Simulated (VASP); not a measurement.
```
CELL_PARAMETERS angstrom
      3.48972     0.00000     0.00000
      0.00000     3.48972     0.00000
      0.00000     0.00000     3.48972
ATOMIC_POSITIONS crystal
  Hf 0.00000 0.00000 0.00000
  Te 0.50000 0.50000 0.50000
```

Computed with PBEsol GGA, VASP's PBE PAW potentials (set 64) (plane waves; VASP). Numerical set-up: 400 eV cut-off, 10×10×10 Γ-centred mesh, first-order Methfessel-Paxton smearing of 0.10 eV, potentials Hf_pv Te.

Unless said otherwise, spin-orbit coupling is left out, though it shifts the bands of the heavy elements here.

Task: What does the run give for the energy per atom (σ→0), band gap (on the k-mesh) with the smallest direct gap where there is one?

Result: 
The band gap (on the k-mesh) is none (metal, semimetal or under 0.01 eV) and the energy per atom (σ→0) is -7.654 eV/atom.

Total energies compare only between runs with the same potentials, cut-off and functional.

The structure was generated: HfTe was put into the CsCl type type (Pm-3m), which need not be its known phase. It was relaxed first, which changed the volume by -37 %. The start is the result of an earlier pass.
